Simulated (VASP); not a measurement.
```yaml
crystal:
  lattice:
    - [4.42002, 0.00000, 0.00000]
    - [0.00000, 4.42002, 0.00000]
    - [0.00000, 0.00000, 2.89534]
  atoms:
    - { symbol: Ti, position: [0.00000, 0.00000, 0.00000] }
    - { symbol: Ti, position: [0.50000, 0.50000, 0.50000] }
    - { symbol: O, position: [0.30211, 0.30211, 0.00000] }
    - { symbol: O, position: [0.80211, 0.19789, 0.50000] }
    - { symbol: O, position: [0.19789, 0.80211, 0.50000] }
    - { symbol: O, position: [0.69789, 0.69789, 0.00000] }
```

Method: r2SCAN meta-GGA, VASP's PBE PAW potentials (set 64) (plane waves; VASP). Settings: 620 eV cut-off, 5×5×8 Γ-centred mesh, Gaussian smearing of 0.050 eV, potentials Ti_sv O.

Predict the energy per atom (σ→0), pressure, band gap (on the k-mesh) with the smallest direct gap where there is one.

```json
{
  "band gap (on the k-mesh)": "2.39 eV",
  "smallest direct gap (on the k-mesh)": "2.39 eV",
  "energy per atom (σ→0)": "-11.546 eV/atom",
  "pressure": "300.0 kbar"
}
```

Total energies compare only between runs with the same potentials, cut-off and functional.

The compound is TiO2 in the rutile structure. It was relaxed first under an external pressure of 30 GPa.
